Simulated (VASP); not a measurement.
An input for Ansatz (written as the equivalent of a VASP run, and not itself run):

Ansatz 0.2 input:
```yaml
crystal:
  lattice:
    - [0.0000000, 2.0110908, 2.0110908]
    - [2.0110908, 0.0000000, 2.0110908]
    - [2.0110908, 2.0110908, 0.0000000]
  atoms:
    - { symbol: W, position: [0.0000000, 0.0000000, 0.0000000] }
kpoints:
  mp_grid: { grid: [14, 14, 14] }
hamiltonian:
  xc: r2scan
  pseudopotentials: { kind: paw }
scf:
  occupations: { method: methfessel_paxton, width: 0.1 }
  max_iter: 100
relax:
  max_steps: 60
  f_tol: 0.01
  cell: {}
output: { forces: true, stress: true, eigenvalues: true }
```

Task: Write the VASP files for the same calculation (r2SCAN).

Result: One answer among several that fit: 
**INCAR**
```
ISIF  =  3
ISMEAR  =  1   ! Methfessel-Paxton
LASPH  =  .TRUE.
NELM  =  100   ! most electronic steps
LMAXMIX  =  6
METAGGA  =  R2SCAN
PREC  =  Accurate
EDIFF  =  1E-6   ! SCF stop (eV)
SIGMA  =  0.1   ! width (eV)
LCHARG  =  .FALSE.
LWAVE  =  .FALSE.
EDIFFG  =  -0.01
LMIXTAU  =  .TRUE.
ENCUT  =  400
IBRION  =  2
LREAL  =  .FALSE.   ! projection in real space or not
ALGO  =  Normal
NSW  =  60   ! most ionic steps
SYSTEM  =  W
```

KPOINTS:
```
Automatic
0
gamma
14 14 14
0 0 0
```

POSCAR:
```
W
1
   -0.0000000000     2.0110908222     2.0110908222
    2.0110908222     0.0000000000     2.0110908222
    2.0110908222     2.0110908222    -0.0000000000
W
1
Direct
  0.0000000000   0.0000000000   0.0000000000
```

POTCAR, in this order: W_sv (PBE.64 set). Program: vasp_std.

What does not carry over: each code has its own PAW files, so the cut-off isn't converted (ENCUT is set for VASP's; basis.ecutwfc is left out, and Ansatz then takes the one that its files recommend); Ansatz stops its SCF on the density residual and VASP on the energy change (EDIFF).

The structure comes from a measured W entry (Fm-3m) of the Crystallography Open Database, whose conditions weren't checked. It was relaxed first. The start is the result of an earlier pass.
